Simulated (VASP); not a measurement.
Consider the following.

```yaml
crystal:
  lattice:
    - [1.43495, -2.48541, 0.00000]
    - [1.43495, 2.48541, 0.00000]
    - [0.00000, 0.00000, 4.54826]
  atoms:
    - { symbol: Ti, position: [0.33333, 0.66667, 0.25000] }
    - { symbol: Ti, position: [0.66667, 0.33333, 0.75000] }
```

Method: AM05 GGA, VASP's PBE PAW potentials (set 64) (plane waves; VASP). Run with 520 eV cut-off, 14×14×8 Γ-centred mesh, first-order Methfessel-Paxton smearing of 0.10 eV, potentials Ti_sv.

Q: Give the stress tensor in GPa (positive for a compressed cell).

A: 
```
3.75  0.00  0.00
0.00  3.75  0.00
0.00  0.00  3.73
```
The pressure is its mean diagonal, 3.74 GPa.

The compound is Ti in the hcp structure. This cell is one point of a volume scan, at 0.97 of the reference volume.
